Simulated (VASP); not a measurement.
Crystal: CsRe3.

```
CELL_PARAMETERS angstrom
0.00000 3.28461 3.28461
3.28461 0.00000 3.28461
3.28461 3.28461 0.00000
ATOMIC_POSITIONS crystal
Cs 0.00000 0.00000 0.00000
Re 0.25000 0.25000 0.25000
Re 0.75000 0.75000 0.75000
Re 0.50000 0.50000 0.50000
```

The cell was built by a generator and needn't be a form met in nature.

- Program: VASP 6.6.1
- Task: relaxation of cell and atoms
- Functional: PBEsol
- Potentials or basis: VASP PAW PBE potentials, release 64 (Cs_sv, Re)
- Cutoff: 600 eV
- k mesh: 7 × 7 × 7
- Occupations: methfessel-paxton, width 0.2 eV
- Spin: no spin polarisation

At the start: pressure -5.0 GPa; volume 17.72 Å³/atom.

**Question.** Where does the relaxation end?

**Answer.** Over 4 steps the energy falls by 7.0 meV/atom and the volume is 17.28 Å³/atom (-2.5 %); space group Fm-3m (No. 225, to 0.05 Å).

Step by step:
| step | energy change (eV) | largest force (eV/Å) | pressure (GPa) | volume (Å³) |
| --- | --- | --- | --- | --- |
| 1 | 0.0000 | 0.0000 | -5.02 | 70.87 |
| 2 | 0.1301 | 0.0000 | 14.07 | 65.32 |
| 3 | -0.0279 | 0.0000 | -0.16 | 69.17 |
| 4 | -0.0280 | 0.0000 | 0.02 | 69.12 |

Final structure:
```yaml
crystal:
  lattice:
    - [0.00000, 3.25735, 3.25735]
    - [3.25735, 0.00000, 3.25735]
    - [3.25735, 3.25735, 0.00000]
  atoms:
    - { symbol: Cs, position: [0.00000, 0.00000, 0.00000] }
    - { symbol: Re, position: [0.25000, 0.25000, 0.25000] }
    - { symbol: Re, position: [0.75000, 0.75000, 0.75000] }
    - { symbol: Re, position: [0.50000, 0.50000, 0.50000] }
```

Caveat: the PAW data sets were made with another functional, which shifts forces and pressure a little.
